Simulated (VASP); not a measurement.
Method: PBEsol GGA, VASP's PBE PAW potentials (set 64) (plane waves; VASP 6.6.1). For the first row: Settings: 400 eV cut-off, 6×6×6 Γ-centred mesh, tetrahedra with Blöchl corrections, potentials Ge_d Se.

| system | energy (eV/atom) |
|---|---|
| GeSe₂ (space group I-42d) | -4.4341 |
| Ge (diamond) | -4.9367 |
| Se (trig) | -3.8532 |

The references are the elements' solids at the same level; no temperature or zero-point terms are added.    Without a dispersion term in the relaxation, distances and binding between the weakly bound layers, chains or molecules are unreliable, and so is what depends on them.

**Question.** What is the formation energy per atom of GeSe$_{2}$?

**Answer.** The references average (2×(-4.9367) + 4×(-3.8532))/6 = -4.2144 eV, so the formation energy is -4.4341 − (-4.2144) = -0.220 eV/atom.
